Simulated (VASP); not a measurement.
These are PBEsol GGA, VASP's PBE PAW potentials (set 64) (plane waves; VASP 6.6.1) values and carry that method's errors.

Input for VASP

POSCAR:
```
AlGa3N4
1
    5.1406876706     0.0000000000    -0.0002005175
    0.0000000000     3.1645360133     0.0000000000
   -0.0039232677     0.0000000000     5.4763746486
Al Ga N
1 3 4
Direct
  0.0006614820   0.5000000000   0.6674104039
  0.4991231093   0.5000000000   0.3349825447
  0.4990753646   0.0000000000   0.8314522700
  0.9997379903   0.0000000000   0.1662084185
  0.1196758081   0.5000000000   0.3400388997
  0.1177004724   0.0000000000   0.8264078321
  0.6202741805   0.0000000000   0.1661716502
  0.6311515928   0.5000000000   0.6673279809
```

### INCAR
```
LWAVE=.FALSE.
LASPH=.TRUE.   ! aspherical one-centre terms
SYSTEM=AlGa3N4
ENCUT=520   ! plane-wave cut-off (eV)
NELM=100
NBANDS=111
ISMEAR=0   ! Gaussian
ALGO=Normal   ! blocked Davidson
PREC=Accurate
CSHIFT=0.1
LREAL=.FALSE.   ! projection in real space or not
GGA=PS   ! PBEsol
LOPTICS=.TRUE.
LMAXMIX=4
SIGMA=0.01   ! width (eV)
LCHARG=.FALSE.
NEDOS=1001   ! DOS grid
EDIFF=1E-7   ! SCF stop (eV)
```

KPOINTS:
```
Automatic mesh
0
Gamma
6 9 5
0 0 0
```

POTCAR, in this order: Al Ga_d N (PBE.64 set). Program: vasp_std.

Output of the run:

**OUTCAR**
```
 ion  position               nearest neighbor table
   1  0.001  0.500  0.667-   5 1.89   8 1.90   6 1.90   6 1.90   3 3.14   3 3.14
   2  0.499  0.500  0.335-   7 1.94   7 1.94   8 1.94   5 1.95
   3  0.499  0.000  0.831-   7 1.94   8 1.94   8 1.94   6 1.96   1 3.14   1 3.14
   4  1.000  0.000  0.166-   5 1.95   5 1.95   7 1.95   6 1.96
   5  0.120  0.500  0.340-   1 1.89   4 1.95   4 1.95   2 1.95
   6  0.118  0.000  0.826-   1 1.90   1 1.90   4 1.96   3 1.96
   7  0.620  0.000  0.166-   3 1.94   2 1.94   2 1.94   4 1.95
   8  0.631  0.500  0.667-   1 1.90   2 1.94   3 1.94   3 1.94
  LATTYP: Found a simple monoclinic cell.
 ALAT       =     5.1406876745
 B/A-ratio  =     0.6155861265
 C/A-ratio  =     1.0653002868
 COS(beta)  =    -0.0007554045
 Subroutine PRICEL returns:
 Original cell was already a primitive cell.
 Subroutine GETGRP returns: Found  2 space group operations
The static configuration has the point symmetry C_1h.
The dynamic configuration has the point symmetry C_1h.
 Subroutine INISYM returns: Found  2 space group operations
 Subroutine IBZKPT returns following result:
 Found     80 irreducible k-points:

 Following reciprocal coordinates:
            Coordinates               Weight
...
```

File OSZICAR:
```
       N       E                     dE             d eps       ncg     rms          rms(c)
DAV:   1     0.595344932870E+03    0.59534E+03   -0.18411E+04 26785   0.957E+02
DAV:   2     0.375683574737E+02   -0.55778E+03   -0.44412E+03 17768   0.295E+02
DAV:   3    -0.589984359268E+02   -0.96567E+02   -0.93155E+02 20885   0.892E+01
DAV:   4    -0.628026817992E+02   -0.38042E+01   -0.37869E+01 20608   0.178E+01
DAV:   5    -0.628592653732E+02   -0.56584E-01   -0.56552E-01 25256   0.208E+00    0.151E+01
DAV:   6    -0.551312005177E+02    0.77281E+01   -0.11148E+00 29121   0.214E+01    0.481E+00
DAV:   7    -0.551194441601E+02    0.11756E-01   -0.13747E+00 19977   0.304E+00    0.380E+00
DAV:   8    -0.550503134364E+02    0.69131E-01   -0.15126E-01 24040   0.118E+00    0.187E+00
DAV:   9    -0.550258065930E+02    0.24507E-01   -0.13425E-02 22120   0.751E-01    0.473E-01
DAV:  10    -0.550264309697E+02   -0.62438E-03   -0.56784E-03 23000   0.226E-01    0.802E-02
DAV:  11    -0.550264882374E+02   -0.57268E-04   -0.20793E-04 21352   0.964E-02    0.157E-02
DAV:  12    -0.550264978706E+02   -0.96332E-05   -0.43074E-05 24040   0.254E-02    0.124E-02
DAV:  13    -0.550265002018E+02   -0.23312E-05   -0.41525E-06 20288   0.825E-03    0.536E-03
DAV:  14    -0.550265001846E+02    0.17185E-07   -0.31276E-07 23008   0.354E-03
   1 F= -.55026500E+02 E0= -.55026500E+02  d E =-.693033E-15
 imaginary and real dielectric function
```

File OUTCAR:
```
------------------------ aborting loop because EDIFF is reached ----------------------------------------
  FORCE on cell =-STRESS in cart. coord.  units (eV):
  Direction    XX          YY          ZZ          XY          YZ          ZX
  --------------------------------------------------------------------------------------
  Total        0.0114054     -0.0271180     -0.0038971      0.0000000      0.0000000      0.0058643
  in kB        0.2051152     -0.4876906     -0.0700858      0.0000000      0.0000000      0.1054635
  external PRESSURE =      -0.1175537 kB  Pullay stress =       0.0000000 kB
  volume of cell :       89.09
      direct lattice vectors                 reciprocal lattice vectors
     5.140687671  0.000000000 -0.000200517     0.194526509  0.000000000  0.000139359
     0.000000000  3.164536013  0.000000000     0.000000000  0.316002092  0.000000000
    -0.003923268  0.000000000  5.476374649     0.000007123  0.000000000  0.182602560
 POSITION                                       TOTAL-FORCE (eV/Angst)
 -----------------------------------------------------------------------------------
      0.00078      1.58227      3.65499         0.000176      0.000000     -0.003933
      2.56452      1.58227      1.83439        -0.000173      0.000000     -0.012087
      2.56233      0.00000      4.55324        -0.000006      0.000000      0.010500
      5.13869      0.00000      0.91002        -0.002983      0.000000      0.001992
      0.61388      1.58227      1.86216        -0.003329      0.000000     -0.000712
      0.60182      0.00000      4.52570        -0.004389      0.000000      0.001987
      3.18798      0.00000      0.90989         0.010300      0.000000      0.005359
      3.24194      1.58227      3.65441         0.000404      0.000000     -0.003105
 -----------------------------------------------------------------------------------
    total drift:                               -0.000505     -0.000000      0.000047
  FREE ENERGIE OF THE ION-ELECTRON SYSTEM (eV)
  ---------------------------------------------------
  free  energy   TOTEN  =       -55.0265001846 eV

  energy  without entropy=      -55.0265001846  energy(sigma->0) =      -55.02650018

 plasma frequency squared (from intraband transitions) (eV^2)
  --------------------------------------------------------------------------------------
       0.000       0.000       0.000
       0.000       0.000       0.000
       0.000       0.000       0.000

 plasma frequency squared (from interband transitions, int dw w eps(2)(w)) (eV^2)
  --------------------------------------------------------------------------------------
     512.177       0.000       0.000       0.000       0.023       0.209
       0.000       0.000     512.419       0.000       0.000       0.000
       0.023      -0.209       0.000       0.000     511.936       0.000
```
(Selected blocks of OUTCAR.)

The dielectric response may not be converged in the k-mesh; for small gaps it tends to come out too large.

The structure comes from a computed database's AlGa3N4 entry (Pm); how it stands against other phases isn't given here. It was relaxed first.
